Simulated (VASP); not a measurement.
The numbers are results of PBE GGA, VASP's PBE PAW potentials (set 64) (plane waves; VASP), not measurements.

A VASP calculation is set up with these files.

**KPOINTS**
```
Automatic mesh
0
Gamma
8 8 8
0 0 0
```

File POSCAR:
```
FeO
1.0
  4.4166000000   2.2083000000   2.2083000000
  2.2083000000   4.4166000000   2.2083000000
  2.2083000000   2.2083000000   4.4166000000
Fe O
2 2
Direct
  0.0000000000   0.0000000000   0.0000000000
  0.5000000000   0.5000000000   0.5000000000
  0.2500000000   0.2500000000   0.2500000000
  0.7500000000   0.7500000000   0.7500000000
```

### INCAR
```
# general
SYSTEM  = FeO
PREC    = Accurate
ENCUT   = 520
LREAL   = .FALSE.
LASPH   = .TRUE.

# electronic loop
EDIFF   = 1E-6
NELM    = 100
ALGO    = Normal
LMAXMIX = 4

# smearing
ISMEAR  = 0
SIGMA   = 0.05

# functional
GGA     = PE

# spin
ISPIN   = 2
MAGMOM  = 4.0 -4.0 0.0 0.0

# ions
ISIF    = 2

# output
LWAVE   = .FALSE.
LCHARG  = .FALSE.
LORBIT  = 10
```

POTCAR, in this order: Fe O (PBE.64 set). Program: vasp_std.

The run wrote:

OUTCAR:
```
 ion  position               nearest neighbor table
   1  0.000  0.000  0.000-   4 2.21   4 2.21   4 2.21   3 2.21   3 2.21   3 2.21   2 3.12   2 3.12
                             2 3.12   2 3.12   2 3.12   2 3.12
   2  0.500  0.500  0.500-   3 2.21   3 2.21   3 2.21   4 2.21   4 2.21   4 2.21   1 3.12   1 3.12
                             1 3.12   1 3.12   1 3.12   1 3.12
   3  0.250  0.250  0.250-   1 2.21   1 2.21   1 2.21   2 2.21   2 2.21   2 2.21
   4  0.750  0.750  0.750-   2 2.21   2 2.21   2 2.21   1 2.21   1 2.21   1 2.21
  LATTYP: Found a trigonal (rhomboedric) cell.
 ALAT       =     5.4092081990
 COS(alpha) =     0.8333333333
 Subroutine PRICEL returns following result:
  LATTYP: Found a face centered cubic cell.
 ALAT       =     4.4166000000
 Subroutine GETGRP returns: Found 12 space group operations
The static configuration has the point symmetry D_3d.
The dynamic configuration has the point symmetry D_3d.
The overall configuration has the point symmetry D_3d.
 Subroutine INISYM returns: Found 12 space group operations
 Subroutine IBZKPT returns following result:
 Found     65 irreducible k-points:

 Following reciprocal coordinates:
            Coordinates               Weight
  0.000000  0.000000  0.000000      1.000000
  0.125000 -0.000000 -0.000000      6.000000
  0.250000 -0.000000 -0.000000      6.000000
  0.375000  0.000000  0.000000      6.000000
  0.500000 -0.000000 -0.000000      3.000000
  0.125000  0.125000  0.000000      6.000000
  0.250000  0.125000 -0.000000     12.000000
  0.375000  0.125000  0.000000     12.000000
  0.500000  0.125000 -0.000000     12.000000
 -0.375000  0.125000 -0.000000     12.000000
 -0.250000  0.125000  0.000000     12.000000
 -0.125000  0.125000  0.000000      6.000000
  0.250000  0.250000  0.000000      6.000000
  0.375000  0.250000 -0.000000     12.000000
  0.500000  0.250000 -0.000000     12.000000
 -0.375000  0.250000  0.000000     12.000000
 -0.250000  0.250000  0.000000      6.000000
...
```

OSZICAR:
```
       N       E                     dE             d eps       ncg     rms          rms(c)
DAV:   1     0.256188536726E+03    0.25619E+03   -0.13861E+04  4712   0.185E+03
DAV:   2     0.972914061086E+01   -0.24646E+03   -0.23882E+03  4716   0.398E+02
DAV:   3    -0.333685062911E+02   -0.43098E+02   -0.41145E+02  7316   0.168E+02
DAV:   4    -0.355135106706E+02   -0.21450E+01   -0.20654E+01  6372   0.359E+01
DAV:   5    -0.355639362279E+02   -0.50426E-01   -0.49831E-01  6648   0.511E+00    0.211E+01
DAV:   6    -0.320717227332E+02    0.34922E+01   -0.94630E+01  7392   0.118E+02    0.291E+01
DAV:   7    -0.295393598261E+02    0.25324E+01   -0.20096E+01  8120   0.903E+01    0.115E+01
DAV:   8    -0.297136016766E+02   -0.17424E+00   -0.20212E+00  4968   0.124E+01    0.720E+00
DAV:   9    -0.296744116364E+02    0.39190E-01   -0.62306E-01  8312   0.129E+01    0.189E+00
DAV:  10    -0.296732079673E+02    0.12037E-02   -0.16004E-01  6896   0.855E+00    0.535E-01
DAV:  11    -0.296734075130E+02   -0.19955E-03   -0.36951E-02  7296   0.224E+00    0.202E-01
DAV:  12    -0.296736157647E+02   -0.20825E-03   -0.13527E-03  5782   0.412E-01    0.118E-01
DAV:  13    -0.296737323807E+02   -0.11662E-03   -0.44556E-04  6966   0.245E-01    0.911E-02
DAV:  14    -0.296737220570E+02    0.10324E-04   -0.15076E-04  7546   0.175E-01    0.407E-02
DAV:  15    -0.296737300333E+02   -0.79763E-05   -0.48622E-05  7042   0.866E-02    0.229E-02
DAV:  16    -0.296737307713E+02   -0.73803E-06   -0.14452E-05  5686   0.675E-02    0.677E-03
DAV:  17    -0.296737311100E+02   -0.33867E-06   -0.34901E-06  4310   0.334E-02
   1 F= -.29673731E+02 E0= -.29670221E+02  d E =-.701946E-02  mag=    -0.0000
```

OUTCAR:
```
------------------------ aborting loop because EDIFF is reached ----------------------------------------
  FORCE on cell =-STRESS in cart. coord.  units (eV):
  Direction    XX          YY          ZZ          XY          YZ          ZX
  --------------------------------------------------------------------------------------
  Total       -3.2960120     -3.2960120     -3.2960120      0.6467829      0.6467829      0.6467829
  in kB     -122.5928560   -122.5928560   -122.5928560     24.0566374     24.0566374     24.0566374
  external PRESSURE =    -122.5928560 kB  Pullay stress =       0.0000000 kB
  volume of cell :       43.08
      direct lattice vectors                 reciprocal lattice vectors
     4.416600000  2.208300000  2.208300000     0.339627768 -0.113209256 -0.113209256
     2.208300000  4.416600000  2.208300000    -0.113209256  0.339627768 -0.113209256
     2.208300000  2.208300000  4.416600000    -0.113209256 -0.113209256  0.339627768
 POSITION                                       TOTAL-FORCE (eV/Angst)
 -----------------------------------------------------------------------------------
      0.00000      0.00000      0.00000         0.000000      0.000000      0.000000
      4.41660      4.41660      4.41660         0.000000      0.000000     -0.000000
      2.20830      2.20830      2.20830         0.000000     -0.000000      0.000000
      6.62490      6.62490      6.62490         0.000000     -0.000000     -0.000000
 -----------------------------------------------------------------------------------
    total drift:                                0.000000     -0.000000     -0.000000
  FREE ENERGIE OF THE ION-ELECTRON SYSTEM (eV)
  ---------------------------------------------------
  free  energy   TOTEN  =       -29.6737311100 eV

  energy  without entropy=      -29.6667116514  energy(sigma->0) =      -29.67022138

 total charge

# of ion       s       p       d       tot
------------------------------------------
    1        0.265   0.308   6.075   6.648
    2        0.265   0.308   6.075   6.648
    3        1.561   3.387   0.000   4.948
    4        1.561   3.387   0.000   4.948
--------------------------------------------------
tot          3.651   7.388  12.151  23.190

 magnetization (x)

# of ion       s       p       d       tot
------------------------------------------
    1        0.006   0.005   3.461   3.471
    2       -0.006  -0.005  -3.461  -3.471
    3        0.000   0.000   0.000   0.000
    4        0.000   0.000   0.000   0.000
--------------------------------------------------
tot          0.000   0.000   0.000   0.000
```
(Selected blocks of OUTCAR.)

File OUTCAR:
```
 val. band max:        5.4534272184   @ k =   0.3750   0.2500   0.1250

 cond. band min:       5.4797686703   @ k =  -0.2500   0.5000   0.2500


 Fermi energy:         5.4575455925

 spin component 1

 k-point     1 :       0.0000    0.0000    0.0000
  band No.  band energies     occupation
      1     -14.5450      1.00000
      2     -13.5513      1.00000
      3      -2.4119      1.00000
      4      -0.2216      1.00000
      5      -0.2216      1.00000
      6       2.0512      1.00000
      7       2.0567      1.00000
      8       2.0567      1.00000
      9       2.1878      1.00000
     10       2.2690      1.00000
     11       2.2690      1.00000
     12       3.3025      1.00000
     13       3.3026      1.00000
     14       5.3166      0.99997
     15       5.3168      0.99997
     16       5.5171      0.04599
     17       5.7422      0.00000
     18       7.2075      0.00000

 k-point     2 :       0.1250   -0.0000   -0.0000
  band No.  band energies     occupation
      1     -14.4259      1.00000
      2     -13.5372      1.00000
      3      -2.1738      1.00000
      4      -0.3035      1.00000
      5      -0.1762      1.00000
      6       0.8866      1.00000
      7       1.5594      1.00000
      8       1.5998      1.00000
      9       2.1869      1.00000
     10       2.5318      1.00000
     11       2.6123      1.00000
     12       3.3976      1.00000
     13       3.6258      1.00000
     14       5.2567      1.00000
     15       5.4134      0.89421
     16       5.7350      0.00000
     17       6.4154      0.00000
     18       7.0080      0.00000

 k-point     3 :       0.2500   -0.0000   -0.0000
  band No.  band energies     occupation
      1     -14.1224      1.00000
      2     -13.5010      1.00000
      3      -1.5919      1.00000
      4      -0.5973      1.00000
      5      -0.4664      1.00000
      6      -0.0853      1.00000
      7       0.8839      1.00000
...
```

The compound is FeO in the rock salt, AFM-II order structure. The cell was not relaxed at this level.
